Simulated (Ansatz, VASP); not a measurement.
# CdGeAs2 in two plane-wave programs

Aim: how closely do two programs agree when they are given the same cell, functional and k mesh? The cell is taken from a series of VASP runs on this material, whose earlier steps may have relaxed, scaled or displaced it; both programs get it as it stands.

Main program and level: Ansatz 0.2.0; plane waves, with VASP 6.6.1 beside it; relaxation of cell and atoms at LDA.

### 1. Starting point

Symmetry: I-42d, No. 122, tetragonal system. Conventional cell: a = 5.943 Å, b = 5.943 Å, c = 11.215 Å, α = 90.00°, β = 90.00°, γ = 90.00°. Nearest to Cd lie 4 As at 2.63 Å. Nearest to As lie 2 Ge at 2.43 Å and 2 Cd at 2.63 Å. Ge has 4 As at 2.43 Å nearest. Farther neighbours are not listed.

Coordinates:

```xyz
8
Lattice="-2.9716 2.9716 5.6073 2.9716 -2.9716 5.6073 2.9716 2.9716 -5.6073" Properties=species:S:1:pos:R:3 pbc="T T T"
Cd    0.0000    0.0000    5.6073
Cd    2.9716    0.0000    2.8037
As    1.4858    1.3147   -1.4018
As    1.6568   -1.4858    7.0091
As    1.4858    1.6568    4.2055
As    1.3147    4.4573    1.4018
Ge    0.0000    2.9715    2.8037
Ge    0.0000    0.0000    0.0000
```

### 2. VASP: relaxation of cell and atoms, LDA

The relaxed volume is the usual yardstick between codes: its relative difference is about their pressure difference at one cell divided by the bulk modulus.

Lines of VASP's logs that name or quote its potential files are left out, and so is its time.

INCAR

```
SYSTEM = CdGeAs2
PREC = Accurate
ENCUT = 450
EDIFF = 1E-06
NELM = 100
ISMEAR = 0
SIGMA = 0.03
LREAL = .FALSE.
ALGO = Normal
GGA = CA
NBANDS = 44
LORBIT = 11
LWAVE = .FALSE.
LCHARG = .FALSE.
KPAR = 4
IBRION = 2
NSW = 50
ISIF = 3
EDIFFG = -0.004
```

POSCAR

```
CdGeAs2
1.0
   -2.9715500000      2.9715500000      5.6073000000
    2.9715500000     -2.9715500000      5.6073000000
    2.9715500000      2.9715500000     -5.6073000000
Cd As Ge
2 4 2
Direct
    0.5000000000      0.5000000000      0.0000000000
    0.2500000000      0.7500000000      0.5000000000
    0.0962175700      0.1250000000      0.4712175700
    0.3750000000      0.9037824300      0.0287824300
    0.6537824300      0.6250000000      0.5287824300
    0.8750000000      0.3462175700      0.9712175700
    0.7500000000      0.2500000000      0.5000000000
    0.0000000000      0.0000000000      0.0000000000
```

KPOINTS

```
Automatic mesh
0
Gamma
6 6 6
0 0 0
```

PAW data sets: Cd, As and Ge_d (LDA family, release 64).

Started as:

```sh
$ mpirun -np 4 vasp_std
```

Numbers of over 12 decimals in the logs are rounded to 6 here.

Log:

```text
[banner, memory and clock lines left out]
running    4 mpi-ranks, on    1 nodes
 distrk:  each k-point on    1 cores,    4 groups
 distr:  one band on    1 cores,    1 groups

 POSCAR found type information on POSCAR CdAsGe
 POSCAR found :  3 types and       8 ions
 LDA part: xc-table for (Slater(with rela. corr.)+CA(PZ))
 , standard interpolation
 POSCAR, INCAR and KPOINTS ok, starting setup
 FFT: planning ... GRIDC
 FFT: planning ... GRID_SOFT
 FFT: planning ... GRID
 WAVECAR not read
 entering main loop
       N       E                     dE             d eps       ncg     rms          rms(c)
DAV:   1     0.666134348986E+03    0.66613E+03   -0.30735E+04  3344   0.244E+03
DAV:   2     0.653341653979E+02   -0.60080E+03   -0.58259E+03  2672   0.761E+02
DAV:   3    -0.308262750837E+02   -0.96160E+02   -0.94633E+02  3036   0.173E+02
DAV:   4    -0.363118280949E+02   -0.54856E+01   -0.54652E+01  3104   0.477E+01
DAV:   5    -0.364291868361E+02   -0.11736E+00   -0.11724E+00  3120   0.708E+00    0.897E+00
DAV:   6    -0.355106853372E+02    0.91850E+00   -0.18486E+00  3080   0.111E+01    0.680E+00
DAV:   7    -0.353853962904E+02    0.12529E+00   -0.81531E-01  3168   0.362E+00    0.258E+00
DAV:   8    -0.353727122939E+02    0.12684E-01   -0.10353E-01  2976   0.265E+00    0.535E-01
DAV:   9    -0.353710554893E+02    0.16568E-02   -0.15705E-02  3132   0.125E+00    0.123E-01
DAV:  10    -0.353706619690E+02    0.39352E-03   -0.16530E-03  2956   0.345E-01    0.477E-02
DAV:  11    -0.353707021701E+02   -0.40201E-04   -0.69043E-04  3052   0.152E-01    0.389E-02
DAV:  12    -0.353706781702E+02    0.24000E-04   -0.14743E-04  2660   0.945E-02    0.153E-02
DAV:  13    -0.353706794636E+02   -0.12934E-05   -0.79259E-06  2812   0.173E-02    0.924E-03
DAV:  14    -0.353706782424E+02    0.12212E-05   -0.45013E-06  2668   0.171E-02    0.139E-03
DAV:  15    -0.353706782669E+02   -0.24464E-07   -0.77209E-07  1608   0.416E-03
   1 F= -.35370678E+02 E0= -.35370678E+02  d E =-.353707E+02
[... from here on, the cycles between the ionic steps are left out ...]
   2 F= -.35389932E+02 E0= -.35389932E+02  d E =-.192533E-01
   3 F= -.35390627E+02 E0= -.35390627E+02  d E =-.199490E-01
   4 F= -.35395665E+02 E0= -.35395665E+02  d E =-.503755E-02
   5 F= -.35397130E+02 E0= -.35397130E+02  d E =-.650249E-02
   6 F= -.35397155E+02 E0= -.35397155E+02  d E =-.652777E-02
   7 F= -.35397429E+02 E0= -.35397429E+02  d E =-.273943E-03
   8 F= -.35397601E+02 E0= -.35397601E+02  d E =-.445693E-03
   9 F= -.35397499E+02 E0= -.35397499E+02  d E =-.344269E-03
 curvature:   7.89 expect dE= 0.786E-03 dE for cont linesearch  0.596E-03
 ZBRENT: bracketing found
 ZBRENT: interpolating
 opt :   3.2517  next Energy=   -35.397628 (dE=-0.473E-03)
 bond charge predicted
       N       E                     dE             d eps       ncg     rms          rms(c)
DAV:   1    -0.353994630413E+02   -0.19637E-02   -0.77437E-02  2848   0.165E+00    0.277E-01
DAV:   2    -0.353982731835E+02    0.11899E-02   -0.18759E-03  3400   0.428E-01    0.165E-01
DAV:   3    -0.353976315045E+02    0.64168E-03   -0.70609E-04  3648   0.217E-01    0.367E-02
DAV:   4    -0.353976327762E+02   -0.12717E-05   -0.13215E-04  3312   0.947E-02    0.164E-02
DAV:   5    -0.353976328849E+02   -0.10866E-06   -0.59280E-06  2692   0.182E-02
  10 F= -.35397633E+02 E0= -.35397633E+02  d E =-.477851E-03
 curvature:  -0.36 expect dE=-0.463E-05 dE for cont linesearch -0.174E-06
 trial: gam= 0.00760 g(F)=  0.417E-06 g(S)=  0.123E-04 ort = 0.119E-04 (trialstep = 0.157E+01)
 search vector abs. value=  0.130E-04
 reached required accuracy - stopping structural energy minimisation
```

OUTCAR, selected parts (step 2):

```text
ion  position               nearest neighbor table
   1  0.500  0.500  0.000-   5 2.63   4 2.63   6 2.63   3 2.63
   2  0.250  0.750  0.500-   4 2.63   3 2.63   5 2.63   6 2.63
   3  0.096  0.125  0.471-   7 2.43   8 2.43   2 2.63   1 2.63
   4  0.375  0.904  0.029-   7 2.43   8 2.43   1 2.63   2 2.63
   5  0.654  0.625  0.529-   8 2.43   7 2.43   2 2.63   1 2.63
   6  0.875  0.346  0.971-   7 2.43   8 2.43   1 2.63   2 2.63
   7  0.750  0.250  0.500-   4 2.43   3 2.43   5 2.43   6 2.43
   8  0.000  0.000  0.000-   5 2.43   4 2.43   3 2.43   6 2.43

  LATTYP: Found a body centered tetragonal cell.
 ALAT       =     5.9431000000
 C/A-ratio  =     1.8869950026

 Subroutine GETGRP returns: Found  8 space group operations
 (whereof  4 operations were pure point group operations)

The static configuration has the point symmetry S_4 .
 The point group associated with its full space group is D_2d.

 Found     30 irreducible k-points:

   k-points           NKPTS =     30   k-points in BZ     NKDIM =     30   number of bands    NBANDS=     44

   dimension x,y,z NGX =    48 NGY =   48 NGZ =   48
   dimension x,y,z NGXF=    96 NGYF=   96 NGZF=   96

   ENCUT  =  450.0 eV  33.07 Ry    5.75 a.u.  12.12 12.12 12.12*2*pi/ulx,y,z

   NELECT =      72.0000    total number of electrons

 k-points in reciprocal lattice and weights: Automatic mesh
   0.00000000  0.00000000  0.00000000       0.005
   0.16666667  0.00000000 -0.00000000       0.037
   0.33333333  0.00000000 -0.00000000       0.037
   0.50000000 -0.00000000  0.00000000       0.019
   0.16666667  0.16666667 -0.00000000       0.037
   0.33333333  0.16666667 -0.00000000       0.074
   0.50000000  0.16666667  0.00000000       0.074
  -0.33333333  0.16666667  0.00000000       0.074
  -0.16666667  0.16666667  0.00000000       0.019
[...]
-0.33333333 -0.33333333  0.33333333       0.009
   0.50000000  0.50000000  0.50000000       0.005

 average (electrostatic) potential at core
       1 -39.1477       2 -39.1477       3 -54.6059       4 -54.6059       5 -54.6059
       6 -54.6059       7 -77.2052       8 -77.2052

 E-fermi :   3.1572

 k-point     1 :       0.0000    0.0000    0.0000
  band No.  band energies     occupation
    ...
     32       0.8704      2.00000
     33       0.8704      2.00000
     34       2.9821      2.00000
     35       3.0507      2.00000
     36       3.0507      2.00000
     37       3.2571      0.00000
     38       4.3420      0.00000
     39       4.8134      0.00000
     40       6.0142      0.00000
     41       6.0142      0.00000
    ...

 k-point     2 :       0.1667    0.0000   -0.0000
  band No.  band energies     occupation
    ...
     32       0.8467      2.00000
     33       1.0094      2.00000
     34       1.5724      2.00000
     35       2.6930      2.00000
     36       3.0465      2.00000
     37       4.2378      0.00000
     38       4.7969      0.00000
     39       5.2430      0.00000
     40       5.7281      0.00000
     41       6.0795      0.00000
    ...

 k-point     3 :       0.3333    0.0000   -0.0000
  band No.  band energies     occupation
    ...
     32       0.2642      2.00000
     33       0.9105      2.00000
     34       1.5532      2.00000
     35       2.0574      2.00000
     36       2.6971      2.00000
     37       4.7833      0.00000
     38       5.0518      0.00000
     39       5.7543      0.00000
     40       6.0722      0.00000
     41       6.2254      0.00000
    ...

  Total       -0.0305054     -0.0305054     -0.0136103      0.0000000      0.0000000      0.0000000
  in kB       -0.2512311     -0.2512311     -0.1120895      0.0000000      0.0000000      0.0000000
  external PRESSURE =      -0.2048505 kB  Pullay stress =       0.0000000 kB

  energy-cutoff  :      450.00
  volume of cell :      194.54
      direct lattice vectors                 reciprocal lattice vectors
    -2.942649911  2.942649911  5.616647093     0.000000000  0.169914878  0.089021082
     2.942649911 -2.942649911  5.616647093     0.169914878  0.000000000  0.089021082
     2.942649911  2.942649911 -5.616647093     0.169914878  0.169914878  0.000000000

 POSITION                                       TOTAL-FORCE (eV/Angst)
 -----------------------------------------------------------------------------------
      0.00000      0.00000      5.61665         0.000000     -0.000000     -0.000000
      2.94265     -0.00000      2.80832         0.000000     -0.000000     -0.000000
      1.47132      1.32806     -1.40416         0.000000      0.001470     -0.000000
      1.61459     -1.47132      7.02081        -0.001470     -0.000000     -0.000000
      1.47132      1.61459      4.21249        -0.000000     -0.001470     -0.000000
      1.32806      4.41397      1.40416         0.001470      0.000000     -0.000000
     -0.00000      2.94265      2.80832        -0.000000     -0.000000     -0.000000
      0.00000      0.00000     -0.00000        -0.000000      0.000000      0.000000
 -----------------------------------------------------------------------------------
    total drift:                                0.000001      0.000001      0.000003

  FREE ENERGIE OF THE ION-ELECTRON SYSTEM (eV)
  ---------------------------------------------------
  free  energy   TOTEN  =       -35.3976328849 eV

  energy  without entropy=      -35.3976328824  energy(sigma->0) =      -35.39763288

 reached required accuracy - stopping structural energy minimisation

 total charge
# of ion       s       p       d       tot
------------------------------------------
    1        0.515   0.389   9.500  10.405
    2        0.515   0.389   9.500  10.405
    3        1.237   1.545   0.034   2.816
    4        1.237   1.545   0.034   2.816
    5        1.237   1.545   0.034   2.816
    6        1.237   1.545   0.034   2.816
    7        1.139   1.181  10.060  12.380
    8        1.139   1.181  10.060  12.380
--------------------------------------------------
tot          8.256   9.318  39.256  56.831

[... 3 further parts left out ...]
```

[end of part 1 of 2]

[Lines on the potential files, build, host, timing and source positions are cut from VASP's logs without a mark.]

[Logs are printed without paths, hosts, clocks, repeated set-up lines and the standing remarks that a program may print on its own settings, such as how far it seeks lower states.]

[Hosts, paths, dates, database ids (printed as entryN), source tags and the programs' standing remarks are cut or masked in the printed files.]
